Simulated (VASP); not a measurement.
A cell of Dy (hcp) near equilibrium:

```xyz
2
Lattice="1.7767 -3.0773 0.0000 1.7767 3.0773 0.0000 0.0000 0.0000 5.5068" Properties=species:S:1:pos:R:3 pbc="T T T"
Dy     1.7767     1.0258     1.3767
Dy     1.7767    -1.0258     4.1301
```

Method: PBEsol GGA, VASP's PBE PAW potentials (set 64) (plane waves; VASP).

The 4f electrons are frozen in the core of the lanthanide potential, so 4f levels, which can set the real gap, and their magnetism are missing.

```
run               ΔE (meV/atom)    σxx    σyy    σzz  largest shear component, with its sign (GPa)  largest force (eV/Å)
----------------  -------------  -----  -----  -----  --------------------------------------------  --------------------
as it is                    0.0  -0.06  -0.06  -0.07                                          0.00                 0.000
after one change           19.0   1.64   3.55   3.66                                          0.00                 0.001
```
Stress is in GPa, positive when the cell is compressed.

Which change was made?
A) biaxial strain of +2.0 % in the xz plane
B) atom 2 (Dy) moved by 0.025 Å along y
C) biaxial strain of -3.0 % in the yz plane with the ions relaxed
D) atom 1 (Dy) moved by -0.025 Å along z

C, biaxial strain of -3.0 % in the yz plane with the ions relaxed

The compound is Dy in the hcp structure.
